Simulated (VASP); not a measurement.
Input:

```
CELL_PARAMETERS angstrom
      4.50408     0.00000     0.00000
     -2.25204     3.90065     0.00000
      0.00000     0.00000     7.88051
ATOMIC_POSITIONS crystal
  Tl 0.00000 0.00000 0.00000
  Tl 0.00000 0.00000 0.50000
  Cl 0.33333 0.66667 0.25000
  Cl 0.66667 0.33333 0.75000
```

All values below come from PBE GGA, VASP's PBE PAW potentials (set 64) (plane waves; VASP). Run with 400 eV cut-off, Gaussian smearing of 0.050 eV, potentials Tl_d Cl.

Unless said otherwise, spin-orbit coupling is left out, though it shifts the bands of the heavy elements here.

**Question.** Give the energies of bands 13 to 23 at the high-symmetry points, in eV from the valence-band maximum.

**Answer.** 
```json
[
 {"band": "13", "Γ": "-5.07", "M": "-4.98", "K": "-5.01", "A": "-4.74", "L": "-4.57", "H": "-4.48"},
 {"band": "14", "Γ": "-4.27", "M": "-3.63", "K": "-3.29", "A": "-4.74", "L": "-4.57", "H": "-4.48"},
 {"band": "15", "Γ": "-1.92", "M": "-2.77", "K": "-2.51", "A": "-1.65", "L": "-2.08", "H": "-2.62"},
 {"band": "16", "Γ": "-1.72", "M": "-2.53", "K": "-2.28", "A": "-1.65", "L": "-2.08", "H": "-2.62"},
 {"band": "17", "Γ": "-1.72", "M": "-2.12", "K": "-2.28", "A": "-1.65", "L": "-1.88", "H": "-1.74"},
 {"band": "18", "Γ": "-1.57", "M": "-1.62", "K": "-2.17", "A": "-1.65", "L": "-1.88", "H": "-1.74"},
 {"band": "19", "Γ": "-1.57", "M": "-1.36", "K": "-2.17", "A": "-1.10", "L": "-1.35", "H": "-1.01"},
 {"band": "20", "Γ": "0.00", "M": "-0.57", "K": "-0.26", "A": "-1.10", "L": "-1.35", "H": "-1.01"},
 {"band": "21", "Γ": "2.18", "M": "2.44", "K": "3.94", "A": "4.18", "L": "3.67", "H": "3.17"},
 {"band": "22", "Γ": "5.39", "M": "4.25", "K": "3.94", "A": "4.18", "L": "3.67", "H": "3.17"},
 {"band": "23", "Γ": "5.39", "M": "4.34", "K": "4.23", "A": "5.64", "L": "4.79", "H": "5.03"}
]
```

The gap is direct, 2.18 eV, from the valence maximum at Γ to the conduction minimum at Γ.

The structure was generated: TlCl was put into the NiAs type type (P6_3/mmc), which need not be its known phase. It was relaxed first, which changed the volume by +89 %.
